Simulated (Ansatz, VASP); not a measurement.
# Sc in two plane-wave programs

Wanted: the spread between two codes on one cell, functional and k mesh. The cell is taken from a series of runs on this material, whose earlier steps may have relaxed, scaled, displaced or heated it; both programs get it as it stands.

Calculated with Ansatz 0.2.0; plane waves, with VASP 6.6.1 beside it; zone-centre phonons at PBEsol.

### Step 1. Starting point

Symmetry: P6_3/mmc, No. 194, hexagonal system. The conventional cell has a = 3.262 Å, b = 3.262 Å, c = 5.052 Å, α = 90.00°, β = 90.00°, γ = 120.00°. Nearest to Sc lie 12 Sc at 3.15 to 3.26 Å.

### Step 2. VASP: zone-centre phonons, PBEsol

Second derivatives magnify differences that forces hide, and they need a tight electronic threshold.

Lines of VASP's logs that name or quote its potential files are left out, and so is its time.

INCAR

```
SYSTEM = Sc
PREC = Accurate
ENCUT = 500
EDIFF = 1E-08
NELM = 120
ISMEAR = 1
SIGMA = 0.2
LREAL = .FALSE.
ALGO = Normal
GGA = PS
NBANDS = 17
LASPH = .TRUE.
LORBIT = 11
LWAVE = .FALSE.
LCHARG = .FALSE.
ISIF = 2
IBRION = 8
GGA_COMPAT = .FALSE.
KPAR = 2
```

POSCAR

```
Sc
1.0
    3.2618467767      0.0000000000      0.0000000000
   -1.6309233883      2.8248421719      0.0000000000
    0.0000000000      0.0000000000      5.0524917279
Sc
2
Direct
    0.3333333333      0.6666666667      0.2500000000
    0.6666666667      0.3333333333      0.7500000000
```

KPOINTS

```
Automatic mesh
0
Gamma
15 15 8
0 0 0
```

The projector-augmented-wave data sets are Sc_sv (PBE family, release 64).

Launch:

```sh
$ mpirun -np 2 vasp_std
```

Numbers of over 12 decimals in the logs are rounded to 6 here.

The log of the run:

```text
[banner, memory and clock lines left out]
running    2 mpi-ranks, on    1 nodes
 distrk:  each k-point on    1 cores,    2 groups
 distr:  one band on    1 cores,    1 groups

 POSCAR found type information on POSCAR Sc
 POSCAR found :  1 types and       2 ions
|                                                                             |
|               ----> ADVICE to this user running VASP <----                  |
|                                                                             |
|     You enforced a specific xc type in the INCAR file but a different       |
|     [... a line on the potential file left out ...]
|     I HOPE YOU KNOW WHAT YOU ARE DOING!                                     |
|                                                                             |

 LDA part: xc-table for (Slater+PW92), standard interpolation
 POSCAR, INCAR and KPOINTS ok, starting setup
 FFT: planning ... GRIDC
 FFT: planning ... GRID_SOFT
 FFT: planning ... GRID
 WAVECAR not read
 entering main loop
       N       E                     dE             d eps       ncg     rms          rms(c)
DAV:   1     0.347875189671E+03    0.34788E+03   -0.11005E+04  4638   0.135E+03
DAV:   2     0.517884149076E+01   -0.34270E+03   -0.33649E+03  5758   0.574E+02
DAV:   3    -0.143652418141E+02   -0.19544E+02   -0.18895E+02  7602   0.159E+02
DAV:   4    -0.146638012575E+02   -0.29856E+00   -0.29712E+00  6601   0.192E+01
DAV:   5    -0.146681218100E+02   -0.43206E-02   -0.43191E-02  7809   0.232E+00    0.838E+00
DAV:   6    -0.133942351875E+02    0.12739E+01   -0.28477E+00  5922   0.199E+01    0.252E+00
DAV:   7    -0.132217816059E+02    0.17245E+00   -0.73430E-01  6095   0.922E+00    0.822E-01
DAV:   8    -0.132102858029E+02    0.11496E-01   -0.26535E-02  6329   0.219E+00    0.239E-01
DAV:   9    -0.132090078689E+02    0.12779E-02   -0.66272E-03  6367   0.898E-01    0.171E-02
DAV:  10    -0.132090236649E+02   -0.15796E-04   -0.90002E-05  7352   0.135E-01    0.701E-03
DAV:  11    -0.132090209474E+02    0.27176E-05   -0.23727E-06  7224   0.188E-02    0.182E-03
DAV:  12    -0.132090223654E+02   -0.14180E-05   -0.29420E-07  7531   0.558E-03    0.889E-04
DAV:  13    -0.132090219922E+02    0.37318E-06   -0.24706E-08  4961   0.187E-03    0.740E-05
DAV:  14    -0.132090220241E+02   -0.31861E-07   -0.14177E-09  3636   0.875E-04    0.349E-05
DAV:  15    -0.132090220296E+02   -0.55143E-08   -0.56088E-10  3479   0.429E-04
   1 F= -.13209022E+02 E0= -.13207853E+02  d E =-.350815E-02
 Linear response reoptimize wavefunctions to high precision
DAV:   1    -0.132090220326E+02   -0.30213E-08   -0.26991E-10  3736   0.395E-04
DAV:   2    -0.132090220326E+02   -0.10004E-10   -0.13027E-10  3311   0.214E-04
 Linear response DOF=           2
 Linear response progress:
  Degree of freedom:   1/  2
       N       E                     dE             d eps       ncg     rms          rms(c)
RMM:   1    -0.742073267631E+00   -0.74207E+00   -0.65973E+01 19361   0.217E+02
RMM:   2    -0.738898270630E+00    0.31750E-02   -0.14295E-01 28289   0.457E+00    0.118E-01
RMM:   3    -0.738459433552E+00    0.43884E-03   -0.13318E-02 32938   0.105E+00    0.394E-02
RMM:   4    -0.737598158056E+00    0.86128E-03   -0.13829E-03 37490   0.279E-01    0.198E-02
RMM:   5    -0.737329036579E+00    0.26912E-03   -0.15256E-04 39718   0.959E-02    0.980E-03
RMM:   6    -0.737342635502E+00   -0.13599E-04   -0.20468E-05 35017   0.359E-02    0.543E-03
RMM:   7    -0.737427289245E+00   -0.84654E-04   -0.81206E-06 38456   0.240E-02    0.261E-03
RMM:   8    -0.737522888748E+00   -0.95600E-04   -0.30090E-06 39010   0.120E-02    0.470E-04
RMM:   9    -0.737529709984E+00   -0.68212E-05   -0.21301E-06 39538   0.717E-03    0.943E-05
RMM:  10    -0.737524978224E+00    0.47318E-05   -0.18582E-06 39295   0.574E-03    0.107E-04
RMM:  11    -0.737529763727E+00   -0.47855E-05   -0.17762E-06 38694   0.526E-03    0.170E-05
RMM:  12    -0.737529475932E+00    0.28779E-06   -0.14527E-06 40110   0.513E-03    0.130E-05
RMM:  13    -0.737529700606E+00   -0.22467E-06   -0.12832E-06 39713   0.501E-03    0.575E-06
RMM:  14    -0.737529928853E+00   -0.22825E-06   -0.10301E-06 41216   0.498E-03    0.675E-06
[...]
RMM:  18    -0.737529813211E+00   -0.57268E-07   -0.52271E-07 44273   0.494E-03    0.578E-06
RMM:  19    -0.737529817734E+00   -0.45234E-08   -0.47117E-07 44379   0.494E-03    0.450E-06
RMM:  20    -0.737529821057E+00   -0.33229E-08   -0.42756E-07 45848   0.494E-03    0.410E-06
RMM:  21    -0.737529822049E+00   -0.99151E-09   -0.40150E-07 45393   0.494E-03    0.430E-06
RMM:  22    -0.737529816510E+00    0.55389E-08   -0.37979E-07 46383   0.494E-03    0.501E-06
RMM:  23    -0.737529817673E+00   -0.11631E-08   -0.37130E-07 46197   0.495E-03    0.499E-06
RMM:  24    -0.737529817545E+00    0.12818E-09   -0.36632E-07 47065   0.495E-03    0.517E-06
RMM:  25    -0.737529816998E+00    0.54712E-09   -0.36032E-07 47045   0.495E-03    0.542E-06
 first order change of Fermi-energy   0.18780E-04
 force on displaced ion       1 direction 1 :  -1.547   0.000   0.000
 Linear response progress:
  Degree of freedom:   2/  2
       N       E                     dE             d eps       ncg     rms          rms(c)
RMM:   1    -0.808523490951E+00   -0.80852E+00   -0.66539E+01  6608   0.219E+02
RMM:   2    -0.806588048016E+00    0.19354E-02   -0.15131E-01  9716   0.463E+00    0.136E-01
RMM:   3    -0.807005941396E+00   -0.41789E-03   -0.11056E-02 11111   0.999E-01    0.491E-02
RMM:   4    -0.805973309759E+00    0.10326E-02   -0.13465E-03 12077   0.293E-01    0.158E-02
RMM:   5    -0.805828131320E+00    0.14518E-03   -0.17763E-04 13888   0.868E-02    0.122E-02
RMM:   6    -0.805791180496E+00    0.36951E-04   -0.37491E-05 11969   0.359E-02    0.766E-03
RMM:   7    -0.805757696060E+00    0.33484E-04   -0.10928E-05 13812   0.244E-02    0.214E-03
RMM:   8    -0.805778138178E+00   -0.20442E-04   -0.63294E-06 13045   0.124E-02    0.736E-04
RMM:   9    -0.805789497054E+00   -0.11359E-04   -0.27400E-06 13451   0.788E-03    0.295E-04
RMM:  10    -0.805795718096E+00   -0.62210E-05   -0.17997E-06 13390   0.582E-03    0.165E-04
RMM:  11    -0.805802399333E+00   -0.66812E-05   -0.13392E-06 13029   0.553E-03    0.340E-05
RMM:  12    -0.805801711957E+00    0.68738E-06   -0.80170E-07 13642   0.531E-03    0.162E-05
RMM:  13    -0.805801847081E+00   -0.13512E-06   -0.81534E-07 13534   0.531E-03    0.806E-06
RMM:  14    -0.805801942640E+00   -0.95559E-07   -0.47014E-07 14209   0.530E-03    0.365E-06
RMM:  15    -0.805802054758E+00   -0.11212E-06   -0.62037E-07 14087   0.532E-03    0.211E-06
RMM:  16    -0.805802008420E+00    0.46338E-07   -0.53661E-07 14722   0.531E-03    0.130E-06
RMM:  17    -0.805801996160E+00    0.12260E-07   -0.41155E-07 14595   0.533E-03    0.145E-06
RMM:  18    -0.805801990437E+00    0.57229E-08   -0.41178E-07 15054   0.532E-03    0.249E-06
RMM:  19    -0.805802006088E+00   -0.15651E-07   -0.37581E-07 14909   0.534E-03    0.211E-06
RMM:  20    -0.805802007229E+00   -0.11416E-08   -0.37956E-07 15496   0.533E-03    0.175E-06
RMM:  21    -0.805802012931E+00   -0.57021E-08   -0.37550E-07 15483   0.535E-03    0.103E-06
RMM:  22    -0.805802007119E+00    0.58127E-08   -0.34390E-07 15836   0.534E-03    0.112E-06
RMM:  23    -0.805802008376E+00   -0.12569E-08   -0.34815E-07 15655   0.535E-03    0.116E-06
RMM:  24    -0.805802004907E+00    0.34682E-08   -0.33832E-07 15990   0.535E-03    0.116E-06
 first order change of Fermi-energy   0.71857E-04
 force on displaced ion       1 direction 3 :  -0.000   0.000  -4.828
 Linear response finished
```

Parts of OUTCAR (step 2):

```text
ion  position               nearest neighbor table
   1  0.333  0.667  0.250-   2 3.15   2 3.15   2 3.15   2 3.15   2 3.15   2 3.15
   2  0.667  0.333  0.750-   1 3.15   1 3.15   1 3.15   1 3.15   1 3.15   1 3.15

  LATTYP: Found a hexagonal cell.
 ALAT       =     3.2618467767
 C/A-ratio  =     1.5489666051

 Subroutine GETGRP returns: Found 24 space group operations
 (whereof 12 operations were pure point group operations)

The static configuration has the point symmetry D_3d.
 The point group associated with its full space group is D_6h.

 Found    135 irreducible k-points:

   k-points           NKPTS =    135   k-points in BZ     NKDIM =    135   number of bands    NBANDS=     17

   dimension x,y,z NGX =    24 NGY =   24 NGZ =   40
   dimension x,y,z NGXF=    48 NGYF=   48 NGZF=   80

   ENCUT  =  500.0 eV  36.75 Ry    6.06 a.u.   5.95  5.95  9.21*2*pi/ulx,y,z

   NELECT =      22.0000    total number of electrons

 k-points in reciprocal lattice and weights: Automatic mesh
   0.00000000  0.00000000  0.00000000       0.001
   0.06666667  0.00000000  0.00000000       0.003
   0.13333333  0.00000000  0.00000000       0.003
   0.20000000 -0.00000000  0.00000000       0.003
   0.26666667  0.00000000  0.00000000       0.003
   0.33333333  0.00000000  0.00000000       0.003
   0.40000000  0.00000000  0.00000000       0.003
   0.46666667  0.00000000  0.00000000       0.003
   0.06666667  0.06666667  0.00000000       0.003
[...]
0.33333333  0.26666667  0.50000000       0.007
   0.33333333  0.33333333  0.50000000       0.001

 average (electrostatic) potential at core
       1 -46.5796       2 -46.5796

  Total        0.2595446      0.2595446      0.2589927      0.0000000      0.0000000     -0.0000000
  in kB        8.9322178      8.9322178      8.9132236      0.0000000      0.0000000     -0.0000000
  external PRESSURE =       8.9258864 kB  Pullay stress =       0.0000000 kB

  energy-cutoff  :      500.00
  volume of cell :       46.55
      direct lattice vectors                 reciprocal lattice vectors
     3.261846777  0.000000000  0.000000000     0.306574793  0.177001039  0.000000000
    -1.630923388  2.824842172  0.000000000     0.000000000  0.354002078  0.000000000
     0.000000000  0.000000000  5.052491728     0.000000000  0.000000000  0.197922145

 POSITION                                       TOTAL-FORCE (eV/Angst)
 -----------------------------------------------------------------------------------
     -0.00000      1.88323      1.26312        -0.000000      0.000000      0.000000
      1.63092      0.94161      3.78937         0.000000     -0.000000      0.000000
 -----------------------------------------------------------------------------------
    total drift:                                0.000000     -0.000000      0.000000

 Eigenvectors and eigenvalues of the dynamical matrix
 ----------------------------------------------------

   1 f  =    7.245577 THz    45.525305 2PiTHz  241.686447 cm-1    29.965287 meV
             X         Y         Z           dx          dy          dz
     -0.000000  1.883228  1.263123     0.000000    0.000000    0.707107
      1.630923  0.941614  3.789369    -0.000000    0.000000   -0.707107

   2 f  =    4.101411 THz    25.769928 2PiTHz  136.808360 cm-1    16.962067 meV
             X         Y         Z           dx          dy          dz
     -0.000000  1.883228  1.263123     0.369768    0.602720    0.000000
      1.630923  0.941614  3.789369    -0.369768   -0.602720   -0.000000

   3 f  =    4.101411 THz    25.769928 2PiTHz  136.808360 cm-1    16.962067 meV
             X         Y         Z           dx          dy          dz
     -0.000000  1.883228  1.263123     0.602720   -0.369768   -0.000000
      1.630923  0.941614  3.789369    -0.602720    0.369768    0.000000

   4 f  =    0.000000 THz     0.000000 2PiTHz    0.000002 cm-1     0.000000 meV
             X         Y         Z           dx          dy          dz
     -0.000000  1.883228  1.263123    -0.006429    0.237929    0.665844
      1.630923  0.941614  3.789369    -0.006429    0.237929    0.665844

   5 f  =    0.000000 THz     0.000000 2PiTHz    0.000001 cm-1     0.000000 meV
             X         Y         Z           dx          dy          dz
     -0.000000  1.883228  1.263123     0.706665   -0.020581    0.014177
      1.630923  0.941614  3.789369     0.706665   -0.020581    0.014177

   6 f/i=    0.000000 THz     0.000000 2PiTHz    0.000001 cm-1     0.000000 meV
             X         Y         Z           dx          dy          dz
     -0.000000  1.883228  1.263123    -0.024150   -0.665557    0.237594
      1.630923  0.941614  3.789369    -0.024150   -0.665557    0.237594

 ELASTIC MODULI CONTR FROM IONIC RELAXATION (kBar)
 Direction    XX          YY          ZZ          XY          YZ          ZX
 --------------------------------------------------------------------------------
 XX         -74.0181     74.0181     -0.0000     -0.0000      0.0000     -0.0000
 YY          74.0181    -74.0181      0.0000     -0.0000      0.0000      0.0000
 ZZ          -0.0000      0.0000     -0.0000      0.0000      0.0000     -0.0000
 XY          -0.0000     -0.0000      0.0000    -74.0181      0.0000      0.0000
 YZ           0.0000      0.0000      0.0000      0.0000      0.0000      0.0000
 ZX          -0.0000      0.0000     -0.0000      0.0000      0.0000     -0.0000
 --------------------------------------------------------------------------------
```

[end of part 1 of 2]

[Lines on the potential files, build, host, timing and source positions are cut from VASP's logs without a mark.]

[Logs are printed without paths, hosts, clocks, repeated set-up lines and the standing remarks that a program may print on its own settings, such as how far it seeks lower states.]

[Hosts, paths, dates, database ids (printed as entryN), source tags and the programs' standing remarks are cut or masked in the printed files.]
